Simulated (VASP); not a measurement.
**How biaxial strain in the (110) plane changes Si**

How do the elastic response and the band edges of Si follow biaxial strain in the (110) plane?

Calculated with VASP 6.6.1; LDA; plane waves and PAW (Si), in the first sound run; inputs show where later runs differ.

## (1) Set-up

It takes space group Fd-3m (No. 227, cubic). Conventional cell: a = 5.431 Å, b = 5.431 Å, c = 5.431 Å, α = 90.00°, β = 90.00°, γ = 90.00°. Nearest to Si lie 4 Si at 2.35 Å.

## (2) Relax the crystal, LDA

The series starts from the cell that this level prefers, so that zero strain is near zero stress.

This step took 2 runs in a row; the last is shown.

Level: LDA; plane waves and PAW (Si).

Input file INCAR:

```
SYSTEM = Si
PREC = Accurate
ENCUT = 450
EDIFF = 1E-07
NELM = 120
ISMEAR = 0
SIGMA = 0.02
LREAL = .FALSE.
ALGO = Normal
GGA = CA
NBANDS = 10
LORBIT = 11
LWAVE = .FALSE.
LCHARG = .FALSE.
KPAR = 8
IBRION = 2
NSW = 40
ISIF = 3
EDIFFG = -0.005
POTIM = 0.4
```

Input file POSCAR:

```
Si
1.0
    0.0000000000      2.7014008244      2.7014008244
    2.7014008244      0.0000000000      2.7014008244
    2.7014008244      2.7014008244      0.0000000000
Si
2
Direct
    0.0000000000      0.0000000000      0.0000000000
    0.2500000000      0.2500000000      0.2500000000
```

Input file KPOINTS:

```
Automatic mesh
0
Gamma
10 10 10
0 0 0
```

PAW data sets: Si (LDA family, release 64).

Started as:

```sh
$ mpirun -np 8 vasp_std
```

Log:

```text
[banner, memory and clock lines left out]
running    8 mpi-ranks, on    1 nodes
[...]
|                                                                             |
|           W    W    AA    RRRRR   N    N  II  N    N   GGGG   !!!           |
|           W    W   A  A   R    R  NN   N  II  NN   N  G    G  !!!           |
|           W    W  A    A  R    R  N N  N  II  N N  N  G       !!!           |
|           W WW W  AAAAAA  RRRRR   N  N N  II  N  N N  G  GGG   !            |
|           WW  WW  A    A  R   R   N   NN  II  N   NN  G    G                |
|           W    W  A    A  R    R  N    N  II  N    N   GGGG   !!!           |
|                                                                             |
|     For optimal performance we recommend to set                             |
|       NCORE = 2 up to number-of-cores-per-socket                            |
|     NCORE specifies how many cores store one orbital (NPAR=cpu/NCORE).      |
|     This setting can greatly improve the performance of VASP for DFT.       |
[...]
|     Unfortunately you need to use the default for GW and RPA                |
|     calculations (for HF NCORE is supported but not extensively tested      |
|     yet).                                                                   |
|                                                                             |

 LDA part: xc-table for (Slater(with rela. corr.)+CA(PZ))
 , standard interpolation
 POSCAR, INCAR and KPOINTS ok, starting setup
[...]
entering main loop
       N       E                     dE             d eps       ncg     rms          rms(c)
DAV:   1     0.406882481677E+01    0.40688E+01   -0.29265E+03   940   0.545E+02
DAV:   2    -0.117240577801E+02   -0.15793E+02   -0.15019E+02  1370   0.817E+01
DAV:   3    -0.121866801231E+02   -0.46262E+00   -0.46172E+00  1156   0.123E+01
DAV:   4    -0.121903766433E+02   -0.36965E-02   -0.36960E-02  1228   0.142E+00
[...]
DAV:   9    -0.119190083082E+02    0.25935E-04   -0.21563E-04  1186   0.847E-02    0.615E-02
DAV:  10    -0.119190135503E+02   -0.52421E-05   -0.13933E-05  1080   0.238E-02    0.306E-02
DAV:  11    -0.119190134771E+02    0.73155E-07   -0.75385E-07  1174   0.511E-03
   1 F= -.11919013E+02 E0= -.11919013E+02  d E =-.119190E+02
[...]
reached required accuracy - stopping structural energy minimisation
```

Run time: 1.6 s. Hardware: 8 MPI ranks of Intel Xeon 6975P-C (Granite Rapids), shared host; peak memory 1.1 GiB; 8.5 s of CPU time.

The logs omit lines about the potential files and the build; timing stands in the text.

From OUTCAR (step 2):

```text
  Total        0.0006490      0.0006490      0.0006490      0.0000000      0.0000000      0.0000000
  in kB        0.0263725      0.0263725      0.0263725      0.0000000      0.0000000      0.0000000
  external PRESSURE =       0.0263725 kB  Pullay stress =       0.0000000 kB

 POSITION                                       TOTAL-FORCE (eV/Angst)
 -----------------------------------------------------------------------------------
      0.00000      0.00000      0.00000         0.000000      0.000000      0.000000
      1.35070      1.35070      1.35070        -0.000000     -0.000000     -0.000000
 -----------------------------------------------------------------------------------
    total drift:                                0.000000      0.000000     -0.000000

  FREE ENERGIE OF THE ION-ELECTRON SYSTEM (eV)
  ---------------------------------------------------
  free  energy   TOTEN  =       -11.9190134771 eV

  energy  without entropy=      -11.9190134771  energy(sigma->0) =      -11.91901348

 reached required accuracy - stopping structural energy minimisation

[... 3 further parts left out ...]
[key lines of the parts left out:]
E-fermi :   6.0354
```

This run gave:

| Property | Result |
| --- | --- |
| energy(sigma→0) of the program | -11.9190 eV |
| stress, compression positive | 0.00 along [110], 0.00 across it (mean), GPa |
| volume | 39.427 Å³ |
| ionic steps | 1 |

## (3) Strain along the normal, LDA

One member in full: the plane is strained by 0.5 %, and the strain along the normal is moved by secant steps until the normal stress is under 0.012 GPa or five steps are spent; the atoms relax at each step.

This step took 2 runs, each at a new trial strain with the atoms of the one before; the last is shown.

Level: LDA; plane waves and PAW (Si).

INCAR, as its differences from that of step 2:

```diff
@@ -14,7 +14,7 @@
 LCHARG = .FALSE.
-KPAR = 8
-IBRION = 2
-NSW = 40
-ISIF = 3
-EDIFFG = -0.005
-POTIM = 0.4
+KPAR = 2
+IBRION = 1
+NSW = 25
+ISIF = 2
+EDIFFG = -0.004
+POTIM = 0.3
```

Input file POSCAR:

```
Si
1.0
   -0.0102518200      2.7046560080      2.7149078290
    2.7046560080     -0.0102518200      2.7149078290
    2.6944041880      2.6944041880      0.0000000000
Si
2
Direct
    0.9995072481      0.9995072481      0.0004927519
    0.2504927519      0.2504927519      0.2495072481
```

KPOINTS is that of step 2.

Started as:

```sh
$ mpirun -np 2 vasp_std
```

Log:

```text
[banner, memory and clock lines left out]
running    2 mpi-ranks, on    1 nodes
[...]
LDA part: xc-table for (Slater(with rela. corr.)+CA(PZ))
 , standard interpolation
 POSCAR, INCAR and KPOINTS ok, starting setup
[...]
entering main loop
       N       E                     dE             d eps       ncg     rms          rms(c)
DAV:   1     0.424334306779E+01    0.42433E+01   -0.29747E+03  3420   0.550E+02
DAV:   2    -0.116999841040E+02   -0.15943E+02   -0.15032E+02  4654   0.806E+01
DAV:   3    -0.121808407480E+02   -0.48086E+00   -0.48001E+00  4370   0.126E+01
DAV:   4    -0.121842143011E+02   -0.33736E-02   -0.33731E-02  4270   0.131E+00
[...]
DAV:  10    -0.119177460653E+02   -0.52707E-05   -0.13790E-05  3940   0.236E-02    0.254E-02
DAV:  11    -0.119177459108E+02    0.15454E-06   -0.83745E-07  4084   0.529E-03    0.186E-03
DAV:  12    -0.119177459125E+02   -0.17276E-08   -0.24584E-08  2148   0.106E-03
   1 F= -.11917746E+02 E0= -.11917746E+02  d E =-.119177E+02
 BRION: g(F)=  0.717E-07 g(S)=  0.000E+00
 reached required accuracy - stopping structural energy minimisation
```

Elapsed: 9.2 s, on 2 MPI ranks; peak memory 0.31 GiB; 18 s of CPU time.

From OUTCAR (step 3):

```text
  Total       -0.1432014     -0.1432014     -0.2354732      0.1434524      0.0000000      0.0000000
  in kB       -5.7763681     -5.7763681     -9.4983715      5.7864928      0.0000000      0.0000000
  external PRESSURE =      -7.0170359 kB  Pullay stress =       0.0000000 kB

 POSITION                                       TOTAL-FORCE (eV/Angst)
 -----------------------------------------------------------------------------------
      2.69440      2.69440      5.42714        -0.000000     -0.000000     -0.001113
      1.34720      1.34720      1.36013         0.000000      0.000000      0.001113
 -----------------------------------------------------------------------------------
    total drift:                               -0.000000      0.000000     -0.000000

  FREE ENERGIE OF THE ION-ELECTRON SYSTEM (eV)
  ---------------------------------------------------
  free  energy   TOTEN  =       -11.9177459125 eV

  energy  without entropy=      -11.9177459125  energy(sigma->0) =      -11.91774591

[... 1 part as in an earlier step ...]

[... 3 further parts left out ...]
[key lines of the parts left out:]
E-fermi :   5.9894
```

Read from the output:

- energy(sigma→0) of the program: -11.9177 eV
- stress, compression positive: 0.00 along [110], -1.05 across it (mean), GPa
- ionic steps: 1

## (4) Band edges, TB-mBJ with spin-orbit coupling

Short lines in KPOINTS_OPT sample the zone centre along and across the normal of the plane, for masses, and the other valleys.

Level: TB-mBJ, spin-orbit coupling; plane waves and PAW (Si).

TB-mBJ has no energy functional, so the total energy, stress and pressure in this output mean nothing.

Input file INCAR:

```
SYSTEM = Si
PREC = Accurate
ENCUT = 450
EDIFF = 1E-06
NELM = 150
ISMEAR = 0
SIGMA = 0.02
LREAL = .FALSE.
ALGO = Normal
METAGGA = MBJ
LASPH = .TRUE.
LNONCOLLINEAR = .TRUE.
MAGMOM = 0 0 0 0 0 0
NBANDS = 18
GGA_COMPAT = .FALSE.
LSORBIT = .TRUE.
LWAVE = .FALSE.
LCHARG = .FALSE.
KPAR = 2
```

POSCAR is that of step 3.

Input file KPOINTS:

```
Automatic mesh
0
Gamma
8 8 8
0 0 0
```

Input file KPOINTS_OPT:

```
Line mode
6
Line-mode
Reciprocal
  0.00000000   0.00000000   0.00000000
  0.01516135   0.01516135   0.03032270

  0.00000000   0.00000000   0.00000000
 -0.01527672   0.01527672  -0.00000000

  0.31000000   0.31000000   0.00000000
  0.50000000   0.50000000   0.00000000

  0.00000000   0.31000000   0.31000000
  0.00000000   0.50000000   0.50000000

  0.45000000   0.45000000   0.45000000
  0.50000000   0.50000000   0.50000000

  0.45000000   0.00000000   0.00000000
  0.50000000   0.00000000   0.00000000

  0.42500000   0.42500000   0.00000000
  0.42491842   0.44652297   0.02144139

  0.50000000   0.50000000   0.50000000
  0.48472328   0.51527672   0.50000000
```

Started as:

```sh
$ mpirun -np 2 vasp_ncl
```

Log:

```text
[banner, memory and clock lines left out]
running    2 mpi-ranks, on    1 nodes
[...]
|                                                                             |
|               ----> ADVICE to this user running VASP <----                  |
|                                                                             |
|     You enforced a specific xc type in the INCAR file but a different       |
|     [... a line on the potential file left out ...]
|     I HOPE YOU KNOW WHAT YOU ARE DOING!                                     |
|                                                                             |

 LDA part: xc-table for (None), standard interpolation
 POSCAR, INCAR and KPOINTS ok, starting setup
[...]
entering main loop
       N       E                     dE             d eps       ncg     rms          rms(c)
DAV:   1     0.334695088300E+01    0.33470E+01   -0.26347E+03  3420   0.631E+02
DAV:   2    -0.158853023074E+02   -0.19232E+02   -0.17597E+02  4676   0.105E+02
DAV:   3    -0.166716862967E+02   -0.78638E+00   -0.77820E+00  4242   0.182E+01
DAV:   4    -0.166772474924E+02   -0.55612E-02   -0.55584E-02  4264   0.199E+00
[...]
DAV:  19    -0.141296080981E+02    0.91945E-03   -0.10107E-07  1978   0.315E-03    0.858E-04
DAV:  20    -0.141294930737E+02    0.11502E-03   -0.11005E-07  1960   0.285E-03    0.256E-04
DAV:  21    -0.141294922626E+02    0.81113E-06   -0.18869E-08  1956   0.102E-03
   1 F= -.14129492E+02 E0= -.14129492E+02  d E =-.107164E-12  mag=     0.0000    -0.0000     0.0000
 Start KPOINTS_OPT (optional k-point list driver)
k-point batch [1-48\48]
       N       E                     dE             ncg
DAV:   1     0.159642257390E+04   -0.67987E+04     1728
DAV:   2     0.550394972423E+03   -0.10460E+04     2286
DAV:   3     0.507932694121E+03   -0.42462E+02     2248
DAV:   4     0.507576975630E+03   -0.35572E+00     2082
DAV:   5     0.507573121024E+03   -0.38546E-02     2216
DAV:   6     0.507573055065E+03   -0.65959E-04     2158
DAV:   7     0.507573053636E+03   -0.14296E-05     1946
DAV:   8     0.507573053576E+03   -0.59888E-07     1464
```

The job ended after 77 s (2 MPI ranks; peak memory 0.64 GiB; 2.5 min of CPU time).

OUTCAR, selected parts (step 4):

```text
  LATTYP: Found a body centered orthorhombic cell.
 ALAT       =     3.8104629452
 B/A-ratio  =     1.0076097120
 C/A-ratio  =     1.4249753209

 Subroutine GETGRP returns: Found  8 space group operations
 (whereof  4 operations were pure point group operations)

The static configuration has the point symmetry C_2v.
 The point group associated with its full space group is D_2h.

 Found     95 irreducible k-points:

   k-points           NKPTS =     95   k-points in BZ     NKDIM =     95   number of bands    NBANDS=     18

   dimension x,y,z NGX =    28 NGY =   28 NGZ =   28
   dimension x,y,z NGXF=    56 NGYF=   56 NGZF=   56

   ENCUT  =  450.0 eV  33.07 Ry    5.75 a.u.   6.63  6.63  6.59*2*pi/ulx,y,z

   NELECT =       8.0000    total number of electrons

 E-fermi :   5.6753

 k-point     1 :       0.0000    0.0000    0.0000
  band No.  band energies     occupation
    ...
      4       5.4901      1.00000
      5       5.5271      1.00000
      6       5.5271      1.00000
      7       5.5878      1.00000
      8       5.5878      1.00000
      9       8.6950      0.00000
     10       8.6950      0.00000
     11       8.7509      0.00000
     12       8.7509      0.00000
     13       8.7897      0.00000
    ...

 k-point     2 :       0.1250   -0.0000    0.0000
  band No.  band energies     occupation
    ...
      4       4.0489      1.00000
      5       5.2564      1.00000
      6       5.2564      1.00000
      7       5.3315      1.00000
      8       5.3315      1.00000
      9       8.7318      0.00000
     10       8.7318      0.00000
     11       9.1385      0.00000
     12       9.1385      0.00000
     13       9.1902      0.00000
    ...

  Total       24.1934623     24.1934623     24.0452751      0.1583786      0.0000000      0.0000000
  in kB      975.9008298    975.9008298    969.9233458      6.3885772      0.0000000      0.0000000
  external PRESSURE =     973.9083352 kB  Pullay stress =       0.0000000 kB

 POSITION                                       TOTAL-FORCE (eV/Angst)
 -----------------------------------------------------------------------------------
      2.69440      2.69440      5.42714         0.000000      0.000000      0.086854
      1.34720      1.34720      1.36013        -0.000000     -0.000000     -0.086854
 -----------------------------------------------------------------------------------
    total drift:                               -0.000000      0.000000     -0.000000

  FREE ENERGIE OF THE ION-ELECTRON SYSTEM (eV)
  ---------------------------------------------------
  free  energy   TOTEN  =       -14.1294922626 eV

  energy  without entropy=      -14.1294922626  energy(sigma->0) =      -14.12949226

 Spin-Orbit-Coupling matrix elements
 Ion:    1  E_soc:     -0.0003246
 Ion:    2  E_soc:     -0.0003246

[... 1 part as in an earlier step ...]

[... 7 further parts left out ...]
```

## (5) Band edges, r2SCAN with spin-orbit coupling

Short lines in KPOINTS_OPT sample the zone centre along and across the normal of the plane, for masses, and the other valleys.

Level: r2SCAN, spin-orbit coupling; plane waves and PAW (Si).

INCAR, as its differences from that of step 4:

```diff
@@ -4,3 +4,3 @@
 EDIFF = 1E-06
-NELM = 150
+NELM = 100
 ISMEAR = 0
@@ -9,3 +9,3 @@
 ALGO = Normal
-METAGGA = MBJ
+METAGGA = R2SCAN
 LASPH = .TRUE.
```

POSCAR is that of step 4.

KPOINTS is that of step 4.

KPOINTS_OPT is that of step 4.

Started as:

```sh
$ mpirun -np 2 vasp_ncl
```

Log:

```text
[banner, memory and clock lines left out]
running    2 mpi-ranks, on    1 nodes
[...]
[... a notice as in an earlier step ...]

 LDA part: xc-table for (None), standard interpolation
 POSCAR, INCAR and KPOINTS ok, starting setup
[...]
entering main loop
       N       E                     dE             d eps       ncg     rms          rms(c)
DAV:   1    -0.600047271288E+02   -0.60005E+02   -0.27207E+03  3420   0.648E+02
DAV:   2    -0.800174159066E+02   -0.20013E+02   -0.18336E+02  4650   0.109E+02
DAV:   3    -0.808433330681E+02   -0.82592E+00   -0.81634E+00  4362   0.189E+01
DAV:   4    -0.808522145282E+02   -0.88815E-02   -0.88757E-02  4340   0.254E+00
[...]
DAV:  11    -0.797116914475E+02   -0.12134E-04   -0.31027E-06  3902   0.173E-02    0.126E-02
DAV:  12    -0.797116928652E+02   -0.14177E-05   -0.60755E-07  2966   0.680E-03    0.193E-03
DAV:  13    -0.797116931291E+02   -0.26387E-06   -0.59665E-08  2148   0.196E-03
   1 F= -.79711693E+02 E0= -.79711693E+02  d E =-.262659E-11  mag=     0.0000    -0.0000    -0.0000
 Start KPOINTS_OPT (optional k-point list driver)
k-point batch [1-48\48]
       N       E                     dE             ncg
DAV:   1     0.161625482163E+04   -0.67789E+04     1728
DAV:   2     0.571424764737E+03   -0.10448E+04     2302
DAV:   3     0.529490263265E+03   -0.41935E+02     2268
DAV:   4     0.528993384478E+03   -0.49688E+00     2222
DAV:   5     0.528984720153E+03   -0.86643E-02     2244
DAV:   6     0.528984497791E+03   -0.22236E-03     2216
DAV:   7     0.528984490392E+03   -0.73992E-05     1924
DAV:   8     0.528984490025E+03   -0.36650E-06     1542
```

The job ended after 3.3 min (2 MPI ranks; peak memory 0.65 GiB; 6.4 min of CPU time).

(Part 1 of 2 ends here.)

[Lines on the potential files, build, host, timing and source positions are cut from VASP's logs without a mark.]

[Logs are printed without paths, hosts, clocks, repeated set-up lines and the standing remarks that a program may print on its own settings, such as how far it seeks lower states.]

[Hosts, paths, dates, database ids (printed as entryN), source tags and the programs' standing remarks are cut or masked in the printed files.]

[In band tables of VASP the shares of atoms and orbitals are scaled to a sum of 1 inside the atoms' spheres.]
